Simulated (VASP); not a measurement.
VASP runs on SnO (space group P4/nmm) share one base input (PBE GGA, plane waves, VASP's PBE PAW potentials (set 64)) and change the settings named in each case.

### POSCAR
```
SnO
1
    3.8937880000     0.0000000000     0.0000000000
    0.0000000000     3.8937880000     0.0000000000
    0.0000000000     0.0000000000     4.9895350000
Sn O
2 2
Direct
  0.0000000000   0.5000000000   0.2353700000
  0.5000000000   0.0000000000   0.7646300000
  0.5000000000   0.5000000000   0.0000000000
  0.0000000000   0.0000000000   0.0000000000
```

**INCAR**
```
ALGO = Normal
EDIFF = 1E-6
ENCUT = 400
GGA = PE
ISIF = 2
ISMEAR = 0
LASPH = .TRUE.
LCHARG = .FALSE.
LMAXMIX = 4
LREAL = .FALSE.
LWAVE = .FALSE.
NELM = 100
PREC = Accurate
SIGMA = 0.02
SYSTEM = SnO
```

### KPOINTS
```
Automatic mesh
0
Gamma
6 6 5
0 0 0
```

POTCAR, in this order: Sn_d O (PBE.64 set). Program: vasp_std.

```
change                                                                                                                                                  E(σ→0) (eV/atom)  pressure (GPa)  largest force (eV/Å)
------------------------------------------------------------------------------------------------------------------------------------------------------  ----------------  --------------  --------------------
base run                                                                                                                                                         -5.6882           -4.29                 0.370
EDIFF = 1E-09, ENCUT = 560, KPOINTS 9×9×7 Γ-centred mesh                                                                                                         -5.6792           -1.71                 0.363
EDIFF = 1E-04, ENCUT = 280, KPOINTS 8×8×8 Γ-centred mesh                                                                                                         -5.7446          -29.12                 0.402
ENCUT = 240, GGA removed, KPOINTS 1×1×1 Γ-centred mesh, POTCAR Sn_d O (LDA.64 set)                                                                               -5.5471          -49.53                 4.149
ENCUT = 240, KPOINTS 3×3×3 Γ-centred mesh                                                                                                                        -5.8533          -51.90                 0.395
ENCUT = 280, GGA removed, KPOINTS 4×4×4 Γ-centred mesh, POTCAR Sn_d O (LDA.64 set)                                                                               -6.4440          -35.02                 0.961
ENCUT = 200, GGA removed, KPOINTS 2×2×2 Γ-centred mesh, POTCAR Sn_d O (LDA.64 set)                                                                               -6.5695         -103.81                 1.453
AEXX = 0.2, AGGAC = 0.81, AGGAX = 0.72, ALDAC = 0.19, GGA = B3, HFRCUT = -1, ISYM = 3, LHFCALC = .TRUE., PRECFOCK = Fast, KPOINTS 4×4×4 Γ-centred mesh           -6.8204             [?]                   [?]
AEXX = 0.25, HFSCREEN = 0.2, ISYM = 3, LHFCALC = .TRUE., PRECFOCK = Fast, KPOINTS 3×3×3 Γ-centred mesh                                                           -7.0161           -8.31                 0.922
```

Task: Fill in the missing entries.

Result: 
- AEXX = 0.2, AGGAC = 0.81, AGGAX = 0.72, ALDAC = 0.19, GGA = B3, HFRCUT = -1, ISYM = 3, LHFCALC = .TRUE., PRECFOCK = Fast, KPOINTS 4×4×4 Γ-centred mesh, pressure (GPa): -4.31
- AEXX = 0.2, AGGAC = 0.81, AGGAX = 0.72, ALDAC = 0.19, GGA = B3, HFRCUT = -1, ISYM = 3, LHFCALC = .TRUE., PRECFOCK = Fast, KPOINTS 4×4×4 Γ-centred mesh, largest force (eV/Å): 0.750

Energies of different potentials or functionals have different zeros.  Unless said otherwise, spin-orbit coupling is left out, though it shifts the bands of the heavy elements here. At 400 eV the pressure can carry a Pulay error.

Left out are runs that ran out of time, are held back, or changed the cell or the kind of run, fixed moments of cells without a moment, rows past the twelfth, gaps on odd meshes, pressures of charged cells and columns that move by less than the noise.

The structure comes from a computed database's SnO entry; how it stands against other phases isn't given here. The cell was not relaxed at this level, forces remain on its atoms, its lattice was scaled by up to 2.5 %.
